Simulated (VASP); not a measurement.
Method: PBE GGA, VASP's PBE PAW potentials (set 64) (plane waves; VASP).

VASP input:

POSCAR:
```
Ni
1
    0.0000000000     1.7600000000     1.7600000000
    1.7600000000     0.0000000000     1.7600000000
    1.7600000000     1.7600000000     0.0000000000
Ni
1
Direct
  0.0000000000   0.0000000000   0.0000000000
```

### INCAR
```
! general
SYSTEM =Ni
PREC   =Accurate
ENCUT  =400
LREAL  =F
LASPH  =T   ! aspherical one-centre terms

! electronic loop
EDIFF  =1E-6   ! SCF stop (eV)
NELM   =100   ! most electronic steps
ALGO   =Normal   ! blocked Davidson
LMAXMIX=4   ! l cut-off of mixed one-centre charges

! smearing
ISMEAR =1
SIGMA  =0.1   ! width (eV)

! functional
GGA    =PE   ! PBE

! spin
ISPIN  =2   ! spin-polarised
MAGMOM =0.8

! ions
ISIF   =2

! output
LWAVE  =F
LCHARG =F
LORBIT =10
```

KPOINTS:
```
Automatic mesh
0
Gamma
17 17 17
0 0 0
```

POTCAR, in this order: Ni (PBE.64 set). Program: vasp_std.

The resulting files:

### OSZICAR
```
       N       E                     dE             d eps       ncg     rms          rms(c)
DAV:   1     0.180608621060E+02    0.18061E+02   -0.41062E+03  6260   0.117E+03
DAV:   2    -0.618361913493E+01   -0.24244E+02   -0.23261E+02  6058   0.149E+02
DAV:   3    -0.649840622224E+01   -0.31479E+00   -0.31438E+00  6910   0.219E+01
DAV:   4    -0.650124070377E+01   -0.28345E-02   -0.28343E-02  6711   0.186E+00
DAV:   5    -0.650131262990E+01   -0.71926E-04   -0.71924E-04  6960   0.250E-01    0.990E+00
DAV:   6    -0.581780568336E+01    0.68351E+00   -0.16882E+01  6234   0.670E+01    0.605E+00
DAV:   7    -0.548892915133E+01    0.32888E+00   -0.28469E+00  6258   0.257E+01    0.197E+00
DAV:   8    -0.547370615580E+01    0.15223E-01   -0.20337E-02  8398   0.168E+00    0.982E-01
DAV:   9    -0.547111017901E+01    0.25960E-02   -0.22616E-03  8592   0.495E-01    0.249E-01
DAV:  10    -0.547063232271E+01    0.47786E-03   -0.52561E-04  7566   0.191E-01    0.322E-02
DAV:  11    -0.547062224348E+01    0.10079E-04   -0.29416E-05  7623   0.537E-02    0.343E-02
DAV:  12    -0.547062309532E+01   -0.85184E-06   -0.11680E-06  4069   0.119E-02
   1 F= -.54706231E+01 E0= -.54706598E+01  d E =0.110209E-03  mag=     0.6645
```

### OUTCAR
```
------------------------ aborting loop because EDIFF is reached ----------------------------------------
  FORCE on cell =-STRESS in cart. coord.  units (eV):
  Direction    XX          YY          ZZ          XY          YZ          ZX
  --------------------------------------------------------------------------------------
  Total       -0.0481796     -0.0481796     -0.0481796      0.0000000      0.0000000      0.0000000
  in kB       -7.0795557     -7.0795557     -7.0795557      0.0000000      0.0000000      0.0000000
  external PRESSURE =      -7.0795557 kB  Pullay stress =       0.0000000 kB
  volume of cell :       10.90
      direct lattice vectors                 reciprocal lattice vectors
     0.000000000  1.760000000  1.760000000    -0.284090909  0.284090909  0.284090909
     1.760000000  0.000000000  1.760000000     0.284090909 -0.284090909  0.284090909
     1.760000000  1.760000000  0.000000000     0.284090909  0.284090909 -0.284090909
 POSITION                                       TOTAL-FORCE (eV/Angst)
 -----------------------------------------------------------------------------------
      0.00000      0.00000      0.00000        -0.000000     -0.000000      0.000000
 -----------------------------------------------------------------------------------
    total drift:                               -0.000000      0.000000      0.000000
  FREE ENERGIE OF THE ION-ELECTRON SYSTEM (eV)
  ---------------------------------------------------
  free  energy   TOTEN  =        -5.4706230953 eV

  energy  without entropy=       -5.4707333043  energy(sigma->0) =       -5.47065983

 total charge

# of ion       s       p       d       tot
------------------------------------------
    1        0.498   0.497   8.307   9.302

 magnetization (x)

# of ion       s       p       d       tot
------------------------------------------
    1       -0.006  -0.026   0.708   0.677
```
(Selected blocks of OUTCAR.)

**OUTCAR**
```
 val. band max:        9.3549260962   @ k =   0.3529   0.2941   0.0588

 cond. band min:       9.3616217269   @ k =   0.4118   0.4118   0.0000


 Fermi energy:         9.3589423436

 spin component 1

 k-point     1 :       0.0000    0.0000    0.0000
  band No.  band energies     occupation
      1       0.3497      1.00000
      2       6.8889      1.00000
      3       6.8889      1.00000
      4       6.8889      1.00000
      5       8.0665      1.00000
      6       8.0665      1.00000
      7      33.0584      0.00000
      8      36.8951      0.00000
      9      36.8952      0.00000

 k-point     2 :       0.0588    0.0000    0.0000
  band No.  band energies     occupation
      1       0.4850      1.00000
      2       6.8544      1.00000
      3       6.9191      1.00000
      4       6.9191      1.00000
      5       8.0537      1.00000
      6       8.0537      1.00000
      7      32.6117      0.00000
      8      35.2292      0.00000
      9      36.5658      0.00000

 k-point     3 :       0.1176    0.0000    0.0000
  band No.  band energies     occupation
      1       0.8841      1.00000
      2       6.7619      1.00000
      3       6.9969      1.00000
      4       6.9969      1.00000
      5       8.0271      1.00000
      6       8.0271      1.00000
      7      30.4763      0.00000
      8      34.1363      0.00000
      9      35.9366      0.00000

 k-point     4 :       0.1765    0.0000    0.0000
  band No.  band energies     occupation
      1       1.5240      1.00000
      2       6.6467      1.00000
      3       7.0826      1.00000
      4       7.0826      1.00000
      5       8.0243      1.00000
      6       8.0243      1.00000
      7      27.4868      0.00000
      8      33.7371      0.00000
      9      35.3295      0.00000

 k-point     5 :       0.2353    0.0000    0.0000
  band No.  band energies     occupation
      1       2.3514      1.00000
...
```

The compound is Ni in the fcc structure. The cell was not relaxed at this level. The run is one of a series of settings (KPOINTS 17×17×17 Γ-centred mesh against the base run), some of them coarse on purpose.
